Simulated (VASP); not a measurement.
An input for Ansatz (written as the equivalent of a VASP run, and not itself run):

Ansatz 0.2 input:
```yaml
crystal:
  lattice:
    - [1.5198000, -2.6323710, 0.0000000]
    - [1.5198000, 2.6323710, 0.0000000]
    - [0.0000000, 0.0000000, 5.7324000]
  atoms:
    - { symbol: Cd, position: [0.3333330, 0.6666670, 0.2500000] }
    - { symbol: Cd, position: [0.6666670, 0.3333330, 0.7500000] }
kpoints:
  mp_grid: { grid: [10, 10, 5] }
hamiltonian:
  xc: pbe
  pseudopotentials: { kind: paw }
scf:
  occupations: { method: methfessel_paxton, width: 0.1 }
  max_iter: 100
output: { forces: true, stress: true, eigenvalues: true }
```

### Question
Write the VASP files for the same calculation (PBE).

### Answer
This is not unique; one that fits is 
File KPOINTS:
```
Automatic mesh
0
G
 10 10 5
0 0 0
```

### INCAR
```
SYSTEM = Cd
PREC = Accurate
ENCUT = 400
EDIFF = 1E-6
NELM = 100
ALGO = Normal
LREAL = .FALSE.
LASPH = .TRUE.
ISMEAR = 1
SIGMA = 0.1
GGA = PE
LMAXMIX = 4
LWAVE = .FALSE.
LCHARG = .FALSE.
ISIF = 2
```

POSCAR:
```
Cd
3.03960
  0.5000000000  -0.8660254639   0.0000000000
  0.5000000000   0.8660254639   0.0000000000
  0.0000000000   0.0000000000   1.8859060403
Cd
2
direct
  0.3333330000   0.6666670000   0.2500000000
  0.6666670000   0.3333330000   0.7500000000
```

POTCAR, in this order: Cd (PBE.64 set). Program: vasp_std.

The two are equivalent in intent, not identical: each code has its own PAW files, so the cut-off isn't converted (ENCUT is set for VASP's; basis.ecutwfc is left out, and Ansatz then takes the one that its files recommend); Ansatz stops its SCF on the density residual and VASP on the energy change (EDIFF).

The compound is Cd in the hcp structure. The cell was not relaxed at this level.
